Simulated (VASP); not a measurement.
AlN (wurtzite), at 0.96 of the tabulated volume:

```
CELL_PARAMETERS angstrom
      1.53398    -2.65694     0.00000
      1.53398     2.65694     0.00000
      0.00000     0.00000     4.91269
ATOMIC_POSITIONS crystal
  Al 0.66667 0.33333 0.50000
  Al 0.33333 0.66667 0.00000
  N  0.66667 0.33333 0.88200
  N  0.33333 0.66667 0.38200
```

The highest filled band near Γ, direction c, from PBE with spin-orbit coupling in VASP (PAW); its two spin partners are averaged. The gap over the points computed is 4.58 eV, and the next band on that side lies 0.23 eV away at the edge.

Settings: 520 eV cut-off, 9×9×5 Γ-centred mesh, Gaussian smearing of 0.050 eV, potentials Al N.

```
distance from the edge in k (1/Å)  distance in energy (meV)
---------------------------------  ------------------------
0.018                                                   4.9
0.025                                                   9.3
0.035                                                  18.2
0.050                                                  37.0
```

### Question
Fit E(1 + αE) = ħ²k²/2m* (ħ²/2m0 = 3.810 eV Å²) and predict the row at 0.070 1/Å.

### Answer
The rows don't resolve α, so a parabola serves: the hole mass is m* = 0.257 m0, and so 72.6 meV. The run gave 72.1 meV, -0.5 meV from the fit.

Left out are points under 3 meV from the edge, since the levels carry 0.1 meV, and points farther than half the way to the next band.

The compound is AlN in the wurtzite structure. The cell was not relaxed at this level.
